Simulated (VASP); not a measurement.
All values below come from vdW-DF-cx, VASP's PBE PAW potentials (set 64) (plane waves; VASP).

VASP ran on this input.

POSCAR:
```
Ge
1.0
  0.0000000000   2.7824211287   2.7824211287
  2.7824211287   0.0000000000   2.7824211287
  2.7824211287   2.7824211287   0.0000000000
Ge
2
Cartesian
  0.0000000000   0.0000000000   0.0000000000
  1.3912105643   1.3912105643   1.3912105643
```

INCAR:
```
SYSTEM = Ge
PREC = Accurate
ENCUT = 520
EDIFF = 1E-7
NELM = 100
ALGO = Normal
LREAL = .FALSE.
LASPH = .TRUE.
ISMEAR = 1
SIGMA = 0.1
GGA = CX
LUSE_VDW = .TRUE.
AGGAC = 0.0
LMAXMIX = 4
LWAVE = .FALSE.
LCHARG = .FALSE.
ISIF = 2
```

KPOINTS:
```
Automatic mesh
0
Gamma
11 11 11
0 0 0
```

POTCAR, in this order: Ge_d (PBE.64 set). Program: vasp_std.

Q: What will the output report for the number of irreducible k-points (NKPTS), largest plane-wave count, number of space-group operations, FFT grid (NGX, NGY, NGZ)?

A: 
- number of irreducible k-points (NKPTS) = 56
- largest plane-wave count = 1211
- number of space-group operations = 48
- FFT grid (NGX, NGY, NGZ) = 30 × 30 × 30

The compound is Ge in the diamond structure. This cell is one point of a volume scan, at 0.94 of the reference volume.
